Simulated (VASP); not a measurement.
Input:

```
CELL_PARAMETERS angstrom
      0.00000     3.30729     3.30729
      3.30729     0.00000     3.30729
      3.30729     3.30729     0.00000
ATOMIC_POSITIONS crystal
  Sr 0.00000 0.00000 0.00000
  Te 0.50000 0.50000 0.50000
```

Method: PBEsol GGA, VASP's PBE PAW potentials (set 64) (plane waves; VASP). Settings: 500 eV cut-off, 7×7×7 Γ-centred mesh, Gaussian smearing of 0.050 eV, potentials Sr_sv Te.

Energy and stress use the plane-wave basis of the starting cell.

**Question.** The ions, cell shape and volume at an external pressure of 5.0 GPa are relaxed. Which structure does the run end with?

**Answer.** 
```
CELL_PARAMETERS angstrom
      0.00000     3.18779     3.18779
      3.18779     0.00000     3.18779
      3.18779     3.18779     0.00000
ATOMIC_POSITIONS crystal
  Sr 0.00000 0.00000 0.00000
  Te 0.50000 0.50000 0.50000
```
Space group Fm-3m (225), at a tolerance of 0.03 Å.

**Question.** How do energy and volume change from the first to the last step?

**Answer.** The energy (σ→0) changes by +53.6 meV/atom and the volume by -10.5 %, in 3 ionic steps.

The compound is SrTe in the rock salt structure. This run relaxes it under an external pressure of 5 GPa. Symmetry was kept, so distortions that lower it aren't found.
